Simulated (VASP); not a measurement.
# Be2ZnO3 (P1) in VASP: relaxation of cell and atoms with PBE

Aim: the relaxation of cell and atoms of Be2ZnO3 with PBE.

Everything below comes from runs of VASP 6.6.1. Logs are shortened: lines on timing, memory, paths and dates and some standing lists are left out, and cuts for length are marked.

### Step 1. The crystal as given

The typed cell holds 12 atoms: a = 4.917 Å, b = 4.952 Å, c = 4.907 Å, α = 98.87°, β = 97.97°, γ = 121.55°.

The cell was built by a generator and needn't be a form met in nature.

### Step 2. Relaxation of cell and atoms, PBE

File INCAR:

```
PREC = Normal
ENCUT = 520
EDIFF = 1E-5
ISMEAR = 0
SIGMA = 0.05
LREAL = Auto
LASPH = T
NELM = 80
ALGO = Fast
ISIF = 3
LWAVE = F
LCHARG = F
GGA = PE
IBRION = 2
NSW = 110
EDIFFG = -0.03
ISYM = 0
```

File KPOINTS:

```
Automatic mesh
0
Gamma
  4 4 4
```

File POSCAR:

```
Be2ZnO3
1.0
    2.3917245700     -4.2961713900      0.0119075800
    2.4269743700      4.3162836600     -0.0199986700
   -1.4645771100     -0.0231827000      4.6834227300
Be Zn O
4 2 6
Direct
    0.5194989500      0.3475115700      0.9829653200
    0.2580455500      0.7483079000      0.9752536300
    0.3746424000      0.5291205000      0.4873062200
    0.7072619400      0.2565409800      0.4862358700
    0.9359542800      0.0720379300      0.9985535300
    0.0756338000      0.8963409000      0.5030124300
    0.4915162300      0.6671075500      0.8573936300
    0.2640232400      0.0406143100      0.9043060800
    0.9127376300      0.4208367200      0.8750114500
    0.6437223100      0.4977386000      0.3492016200
    0.0514127800      0.2487361800      0.4225858700
    0.3873894800      0.8543019300      0.3770810800
```

Potentials or basis: VASP PAW PBE potentials, release 64 (Be, Zn, O).

Launch:

```bash
> cat potpaw_PBE.64/Be/POTCAR potpaw_PBE.64/Zn/POTCAR potpaw_PBE.64/O/POTCAR > POTCAR
> mpirun -np 1 vasp_std > vasp.out
```

OUTCAR:

```text
PREC = Normal
   ENCUT = 520
   EDIFF = 1E-5
   ISMEAR = 0
   LREAL = Auto
   LASPH = T
   NELM = 80
   ISIF = 3
   GGA = PE
   IBRION = 2
   NSW = 110
   EDIFFG = -0.03
   ISYM = 0

 ion  position               nearest neighbor table
   1  0.519  0.348  0.983-   8 1.31  10 1.72   7 1.85   9 1.94   5 2.47   6 2.67
   2  0.258  0.748  0.975-   8 1.53   9 1.55   7 1.55  12 1.88   6 2.71
   3  0.375  0.529  0.487-  11 1.40  10 1.63   7 1.74  12 1.75   6 2.70   5 2.70
   4  0.707  0.257  0.486-  10 1.60  12 1.70  11 1.78   9 1.86   6 2.67   6 2.68
   5  0.936  0.072  0.999-   8 1.81   7 1.96   9 1.97  11 2.00   1 2.47   3 2.70   6 2.75   6 2.86

   6  0.076  0.896  0.503-  12 1.83   8 1.90  11 1.91  10 1.92   1 2.67   4 2.67   4 2.68   3 2.70
                             2 2.71   5 2.75   5 2.86
   7  0.492  0.667  0.857-   2 1.55   3 1.74   1 1.85   5 1.96
   8  0.264  0.041  0.904-   1 1.31   2 1.53   5 1.81   6 1.90
   9  0.913  0.421  0.875-   2 1.55   4 1.86   1 1.94   5 1.97
  10  0.644  0.498  0.349-   4 1.60   3 1.63   1 1.72   6 1.92
  11  0.051  0.249  0.423-   3 1.40   4 1.78   6 1.91   5 2.00
  12  0.387  0.854  0.377-   4 1.70   3 1.75   6 1.83   2 1.88

IMPORTANT INFORMATION: All symmetrisations will be switched off!
NOSYMM: (Re-)initialisation of all symmetry stuff for point group C_1.

----------------------------------------------------------------------------------------

                                     Primitive cell

  volume of cell :      97.1290

  direct lattice vectors                    reciprocal lattice vectors
     2.391724570 -4.296171390  0.011907580     0.208120388 -0.116723756  0.064504616
     2.426974370  4.316283660 -0.019998670     0.207152534  0.115505164  0.065351474
    -1.464577110 -0.023182700  4.683422730     0.000355416  0.000789988  0.213634110

  length of vectors
     4.917069943  4.951859163  4.907134807     0.247182881  0.246017134  0.213635867

  position of ions in fractional coordinates (direct lattice)
     0.519498950  0.347511570  0.982965320
     0.258045550  0.748307900  0.975253630
     0.374642400  0.529120500  0.487306220
     0.707261940  0.256540980  0.486235870
     0.935954280  0.072037930  0.998553530
     0.075633800  0.896340900  0.503012430
     0.491516230  0.667107550  0.857393630
     0.264023240  0.040614310  0.904306080
     0.912737630  0.420836720  0.875011450
     0.643722310  0.497738600  0.349201620
     0.051412780  0.248736180  0.422585870
     0.387389480  0.854301930  0.377081080

  ion indices of the primitive-cell ions
   primitive index   ion index
                 1           1
                 2           2
                 3           3
                 4           4
                 5           5
                 6           6
                 7           7
                 8           8
                 9           9
                10          10
                11          11
                12          12

----------------------------------------------------------------------------------------

 KPOINTS: Automatic mesh

Automatic generation of k-mesh.
 Grid dimensions read from file:
 generate k-points for:    4    4    4

 Generating k-lattice:

  Cartesian coordinates                     Fractional coordinates (reciprocal lattice)
     0.052030097 -0.029180939  0.016126154     0.250000000 -0.000000000  0.000000000
     0.051788133  0.028876291  0.016337869    -0.000000000  0.250000000  0.000000000
     0.000088854  0.000197497  0.053408528     0.000000000  0.000000000  0.250000000

  Length of vectors
     0.061795720  0.061504284  0.053408967

  Shift w.r.t. Gamma in fractional coordinates (k-lattice)
     0.000000000  0.000000000  0.000000000

 Subroutine IBZKPT returns following result:
 ===========================================

 Found     36 irreducible k-points:

 Following reciprocal coordinates:
            Coordinates               Weight
  0.000000  0.000000  0.000000      1.000000
  0.250000  0.000000  0.000000      2.000000
  0.500000  0.000000  0.000000      1.000000
 -0.000000  0.250000  0.000000      2.000000
  0.250000  0.250000  0.000000      2.000000
  0.500000  0.250000  0.000000      2.000000
[... 16 lines left out ...]
  0.000000 -0.250000  0.250000      2.000000
  0.250000 -0.250000  0.250000      2.000000
 [... further k-points ...]
   k-points           NKPTS =     36   k-points in BZ     NKDIM =     36   number of bands    NBANDS=     41
   number of dos      NEDOS =    301   number of ions     NIONS =     12
   total plane-waves  NPLWV =  21952
   dimension x,y,z NGX =    28 NGY =   28 NGZ =   28
   dimension x,y,z NGXF=    56 NGYF=   56 NGZF=   56
   ions per type =               4   2   6
   NGX,Y,Z   is equivalent  to a cutoff of   9.47,  9.40,  9.49 a.u.
   NGXF,Y,Z  is equivalent  to a cutoff of  18.93, 18.80, 18.97 a.u.
 SYSTEM =  unknown system
   PREC   = normal    normal or accurate (medium, high low for compatibility)
   ISTART =      0    job   : 0-new  1-cont  2-samecut
   ICHARG =      2    charge: 1-file 2-atom 10-const
   ISPIN  =      1    spin polarized calculation?
   LNONCOLLINEAR =      F non collinear calculations
   LSORBIT =      F    spin-orbit coupling
   LASPH  =      T    aspherical Exc in radial PAW
   ENCUT  =  520.0 eV  38.22 Ry    6.18 a.u.   9.14  9.21  9.12*2*pi/ulx,y,z
   NELM   =     80;   NELMIN=  2; NELMDL= -5     # of ELM steps
   EDIFF  = 0.1E-04   stopping-criterion for ELM
   LREAL  =      T    real-space projection
   EDIFFG = -.3E-01   stopping-criterion for IOM
   NSW    =    110    number of steps for IOM
   IBRION =      2    ionic relax: 0-MD 1-quasi-New 2-CG
   NFREE  =      1    steps in history (QN), initial steepest desc. (CG)
   ISIF   =      3    stress and relaxation
   ISYM   =      0    0-nonsym 1-usesym 2-fastsym
   POTIM  = 0.5000    time-step for ionic-motion
   TEBEG  =    0.0;   TEEND  =   0.0 temperature during run
   PSTRESS=    0.0 pullay stress
   NELECT =      68.0000    total number of electrons
   NUPDOWN=      -1.0000    fix difference up-down
   EMIN   =  10.00;   EMAX   =-10.00  energy-range for DOS
   EFERMI =   0.00;   METHOD = LEGACY
   ISMEAR =     0;   SIGMA  =   0.05  broadening in eV -4-tet -1-fermi 0-gaus
   EFERMI_NEDOS =   21; number of points for ismear=-14 and -15
   IALGO  =     68    algorithm
   IMIX   =      4    mixing-type and parameters
     AMIX     =   0.40;   BMIX     =  1.00
     AMIX_MAG =   1.60;   BMIX_MAG =  1.00
  volume/ion in A,a.u.               =       8.09        54.62
  Fermi-wavevector in a.u.,A,eV,Ry     =   1.453656  2.747011 28.750673  2.113115
  Thomas-Fermi vector in A             =   2.570897
   LORBIT       =      0    0 simple, 1 ext, 2 COOP (PROOUT), +10 PAW based schemes
   GGA     = PE    functional components
   LHFCALC =     F    Hartree Fock is set to
   AEXX    =    0.0000 exact exchange contribution
   IVDW    =     0    specifies the selected vdW correction
   LEPSILON=     F    determine dielectric tensor
   LRPA    =     F    only Hartree local field effects (RPA)
 conjugate gradient relaxation of ions
 non-spin polarized calculation
 RMM-DIIS sequential band-by-band and
 Gauss-broadening in eV      SIGMA  =   0.05
  energy-cutoff  :      520.00
  volume of cell :       97.13
 maximum number of plane-waves:      2630
   NGX = 19   NGY = 19   NGZ = 19

--------------------------------------- Ionic step        1  -------------------------------------------

 number of electron      68.0000016 magnetization

 Free energy of the ion-electron system (eV)
  ---------------------------------------------------
  ext. energy  EPLUGINS =         0.00000000
  ---------------------------------------------------
  free energy    TOTEN  =       -70.74713611 eV

  energy without entropy =      -70.74713611  energy(sigma->0) =      -70.74713611

------------------------ aborting loop because EDIFF is reached ----------------------------------------

  FORCE on cell =-STRESS in cart. coord.  units (eV):
  Direction    XX          YY          ZZ          XY          YZ          ZX
  --------------------------------------------------------------------------------------
  -------------------------------------------------------------------------------------
  Total       22.7908838     10.8606056      6.8346990     -2.5704648      2.8140157      3.1698496
  in kB      375.9438617    179.1496136    112.7408298    -42.4007457     46.4182050     52.2878146
  external PRESSURE =     222.6114351 kB  Pullay stress =       0.0000000 kB
[... 119 lines left out ...]
  FREE ENERGIE OF THE ION-ELECTRON SYSTEM (eV)
  ---------------------------------------------------
  free  energy   TOTEN  =       -73.2640263786 eV

  energy  without entropy=      -73.2640263786  energy(sigma->0) =      -73.26402638

[... ionic steps 4 to 14 ...]

--------------------------------------- Ionic step       15  -------------------------------------------

 number of electron      67.9999956 magnetization

------------------------ aborting loop because EDIFF is reached ----------------------------------------

  FORCE on cell =-STRESS in cart. coord.  units (eV):
  Direction    XX          YY          ZZ          XY          YZ          ZX
  --------------------------------------------------------------------------------------
  -------------------------------------------------------------------------------------
  Total       -0.2976479     -0.4492148     -0.3565877      0.0255591     -0.0046663      0.0537646
  in kB       -4.6554883     -7.0261334     -5.5773602      0.3997680     -0.0729848      0.8409274
  external PRESSURE =      -5.7529940 kB  Pullay stress =       0.0000000 kB
[... 77 lines left out ...]
  energy  without entropy=      -73.9226800989  energy(sigma->0) =      -73.92268010

--------------------------------------- Ionic step       17  -------------------------------------------

 number of electron      67.9999952 magnetization

 Free energy of the ion-electron system (eV)
  ---------------------------------------------------
  ext. energy  EPLUGINS =         0.00000000
  ---------------------------------------------------
  free energy    TOTEN  =       -73.92319563 eV

  energy without entropy =      -73.92319563  energy(sigma->0) =      -73.92319563

 E-fermi :   2.8137     XC(G=0): -11.2145

 val. band max:        2.5599193924   @ k =   0.0000   0.0000   0.0000
 cond. band min:       6.0814472002   @ k =   0.0000   0.0000   0.0000
 fundamental gap:      3.5215278078
 Fermi energy:         2.8136729821

 k-point     1 :       0.0000    0.0000    0.0000
  band No.  band energies     occupation
      1     -15.8260      2.00000
      2     -14.5189      2.00000
      3     -14.3139      2.00000
      4     -14.1837      2.00000
      5     -14.1611      2.00000
      6     -14.0252      2.00000
[... 1045 lines left out ...]
     40      12.4296      0.00000
     41      13.2545      0.00000

 [... further k-points ...]

------------------------ aborting loop because EDIFF is reached ----------------------------------------

  FORCE on cell =-STRESS in cart. coord.  units (eV):
  Direction    XX          YY          ZZ          XY          YZ          ZX
  --------------------------------------------------------------------------------------
  -------------------------------------------------------------------------------------
  Total       -0.0158010     -0.0047792      0.0769309     -0.0046055      0.0062525      0.0123225
  in kB       -0.2477157     -0.0749248      1.2060608     -0.0722015      0.0980222      0.1931819
  external PRESSURE =       0.2944734 kB  Pullay stress =       0.0000000 kB
[... 27 lines left out ...]
  FREE ENERGIE OF THE ION-ELECTRON SYSTEM (eV)
  ---------------------------------------------------
  free  energy   TOTEN  =       -73.9231956298 eV

  energy  without entropy=      -73.9231956298  energy(sigma->0) =      -73.92319563

 reached required accuracy - stopping structural energy minimisation
```

Run time: 12 min. Hardware: 1 thread of Intel Xeon Platinum 8488C (Sapphire Rapids), shared host; peak memory 0.23 GiB.

What came out:

```yaml
Free_energy: -73.9232 eV
Relaxed_volume: 8.52 Å³/atom
Relaxed_cell: a = 5.034 Å, b = 5.035 Å, c = 4.923 Å, α = 98.74°, β = 98.77°, γ = 120.60°
Space_group_after_relaxing_to_0.05_Å: Cc (No. 9)
Energy_gained_by_relaxing: 264.7 meV/atom
Ionic_steps: 17
Pressure_after_relaxing: 0.0 GPa
Largest_force_after_relaxing: 0.025 eV/Å
Band_gap_on_the_k_mesh: 3.52 eV, direct
```

Forces in eV/Å, atoms in the order of the input:
```
Be  -0.006 -0.008  0.002
Be  -0.016 -0.008  0.000
Be   0.006 -0.001 -0.015
Be   0.002  0.014 -0.001
Zn  -0.020  0.000  0.003
Zn   0.002 -0.001  0.004
O   -0.003 -0.001 -0.006
O    0.014  0.013  0.008
O   -0.016  0.000  0.003
O    0.023  0.006  0.008
O    0.010 -0.014  0.000
O    0.004  0.000 -0.005
```

Stress tensor (GPa, compression positive):
```
-0.02 -0.01  0.02
-0.01 -0.01  0.01
 0.02  0.01  0.12
```

Step by step:
```tsv
step	energy change (eV)	largest force (eV/Å)	pressure (GPa)	volume (Å³)
1	0.0000	10.0401	22.26	97.13
2	-1.6498	2.4349	-11.42	113.66
3	-2.5169	2.7315	-2.21	104.89
4	-3.0277	0.8477	-3.94	104.68
5	-3.0288	0.8754	-3.93	104.67
6	-3.1358	0.3511	0.75	101.74
7	-3.1368	0.2861	1.83	101.34
8	-3.1369	0.2997	1.35	101.46
9	-3.1577	0.1443	0.32	102.08
10	-3.1593	0.1784	-0.27	102.34
11	-3.1667	0.1310	-0.27	102.33
12	-3.1702	0.1424	-0.24	102.33
13	-3.1745	0.0671	0.31	102.08
14	-3.1746	0.0663	0.48	102.04
15	-3.1753	0.0463	-0.58	102.43
16	-3.1755	0.0513	-0.21	102.29
17	-3.1761	0.0252	0.03	102.20
```

Final structure:
```
CELL_PARAMETERS angstrom
2.49385 -4.37284 -0.00179
2.49471 4.37347 -0.00069
-1.51006 0.00059 4.68535
ATOMIC_POSITIONS crystal
Be 0.56815 0.39719 0.99689
Be 0.25204 0.73241 0.99834
Be 0.39990 0.56405 0.49752
Be 0.73472 0.24719 0.49819
Zn 0.89966 0.06987 0.98754
Zn 0.07117 0.89368 0.48719
O 0.49174 0.64725 0.85901
O 0.25274 0.03018 0.90345
O 0.86124 0.40602 0.86405
O 0.64904 0.48648 0.35845
O 0.03305 0.24823 0.40417
O 0.40838 0.85665 0.36411
```
